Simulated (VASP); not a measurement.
Here is the system:

```
TlCl
1.0
    3.99832     0.00000     0.00000
    0.00000     3.99832     0.00000
    0.00000     0.00000     3.99832
Tl Cl
1 1
Direct
  0.00000   0.00000   0.00000
  0.50000   0.50000   0.50000
```

Level of theory: RPBE GGA, VASP's PBE PAW potentials (set 64) (plane waves; VASP 6.6.1). Run with 520 eV cut-off, 7×7×7 Γ-centred mesh, Gaussian smearing of 0.050 eV, potentials Tl_d Cl.

Q: What does the run give for the energy per atom (σ→0)?

A: 
The energy per atom (σ→0) is -2.757 eV/atom.

The absolute energy has meaning only against runs of the same code, potentials and settings.

The compound is TlCl in the CsCl type structure. This cell is one point of a volume scan, at 0.97 of the reference volume.
